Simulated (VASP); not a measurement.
Method: PBEsol GGA, VASP's PBE PAW potentials (set 64) (plane waves; VASP).

A VASP calculation is set up with these files.

KPOINTS:
```
k-points along high-symmetry lines
15
Line-mode
Reciprocal
  0.000000   0.000000   0.000000 ! GAMMA
 -0.500000  -0.500000   0.000000 ! X

 -0.500000  -0.500000   0.000000 ! X
 -0.375000  -0.375000   0.250000 ! U

 -0.375000  -0.000000   0.375000 ! K
  0.000000   0.000000   0.000000 ! GAMMA

  0.000000   0.000000   0.000000 ! GAMMA
 -0.000000  -0.000000   0.500000 ! L

 -0.000000  -0.000000   0.500000 ! L
 -0.500000  -0.250000   0.250000 ! W

 -0.500000  -0.250000   0.250000 ! W
 -0.500000  -0.500000   0.000000 ! X
```

### INCAR
```
PREC  =  Accurate
LCHARG  =  .FALSE.
ENCUT  =  520   # plane-wave cut-off (eV)
EDIFF  =  1E-7
LREAL  =  .FALSE.
GGA  =  PS   # PBEsol
LORBIT  =  11   # lm-projected
ISMEAR  =  0
LWAVE  =  .FALSE.
SYSTEM  =  InP
LASPH  =  .TRUE.   # aspherical one-centre terms
SIGMA  =  0.05
ALGO  =  Normal   # blocked Davidson
NELM  =  100
LMAXMIX  =  4
ICHARG  =  11
```

### POSCAR
```
InP
1
   -0.0000000000     2.9388307768     2.9388307768
    2.9388307768    -0.0000000000     2.9388307768
    2.9388307768     2.9388307768    -0.0000000000
In P
1 1
Direct
  0.0000000000   0.0000000000   0.0000000000
  0.2500000000   0.2500000000   0.2500000000
```

POTCAR, in this order: In_d P (PBE.64 set). Program: vasp_std. Read from the step before: CHGCAR.

Output of the run:

**OSZICAR**
```
       N       E                     dE             d eps       ncg     rms          rms(c)
DAV:   1     0.111193496103E+03    0.11119E+03   -0.87233E+03  2345   0.153E+03
DAV:   2     0.229298982618E+00   -0.11096E+03   -0.10784E+03  2440   0.328E+02
DAV:   3    -0.767877367291E+01   -0.79081E+01   -0.77159E+01  3060   0.903E+01
DAV:   4    -0.789940637329E+01   -0.22063E+00   -0.22040E+00  2849   0.163E+01
DAV:   5    -0.790881006120E+01   -0.94037E-02   -0.94032E-02  3467   0.293E+00
DAV:   6    -0.790900213816E+01   -0.19208E-03   -0.19208E-03  2981   0.382E-01
DAV:   7    -0.790900830869E+01   -0.61705E-05   -0.61704E-05  3500   0.685E-02
DAV:   8    -0.790900839773E+01   -0.89035E-07   -0.88891E-07  2910   0.822E-03
   1 F= -.79090084E+01 E0= -.79090084E+01  d E =-.181107E-10
```

File OUTCAR:
```
 val. band max:        4.9985797475   @ k =   0.0000   0.0000   0.0000

 cond. band min:       5.5678899667   @ k =   0.0000   0.0000   0.0000



 k-point     1 :       0.0000    0.0000    0.0000
  band No.  band energies     occupation
      1      -9.1330      2.00000
      2      -9.1330      2.00000
      3      -9.1330      2.00000
      4      -8.9825      2.00000
      5      -8.9825      2.00000
      6      -6.4910      2.00000
      7       4.9986      2.00000
      8       4.9986      2.00000
      9       4.9986      2.00000
     10       5.5679      0.00000
     11       9.0152      0.00000
     12       9.0152      0.00000
     13       9.0152      0.00000

 k-point     2 :      -0.0357   -0.0357    0.0000
  band No.  band energies     occupation
      1      -9.1359      2.00000
      2      -9.1318      2.00000
      3      -9.1318      2.00000
      4      -8.9830      2.00000
      5      -8.9821      2.00000
      6      -6.4714      2.00000
      7       4.6805      2.00000
      8       4.9477      2.00000
      9       4.9477      2.00000
     10       5.8839      0.00000
     11       8.9457      0.00000
     12       9.0834      0.00000
     13       9.0834      0.00000

 k-point     3 :      -0.0714   -0.0714    0.0000
  band No.  band energies     occupation
      1      -9.1443      2.00000
      2      -9.1281      2.00000
      3      -9.1281      2.00000
      4      -8.9845      2.00000
      5      -8.9808      2.00000
      6      -6.4129      2.00000
      7       4.1848      2.00000
      8       4.8060      2.00000
      9       4.8060      2.00000
     10       6.3703      0.00000
     11       8.7584      0.00000
     12       9.2770      0.00000
     13       9.2770      0.00000

 k-point     4 :      -0.1071   -0.1071    0.0000
  band No.  band energies     occupation
      1      -9.1575      2.00000
      2      -9.1222      2.00000
      3      -9.1222      2.00000
      4      -8.9870      2.00000
...
```

The density is held fixed in this step, so its total energy and stress have no physical meaning. Unless said otherwise, spin-orbit coupling is left out, though it shifts the bands of the heavy elements here.

The compound is InP in the zinc blende structure. It was relaxed first.
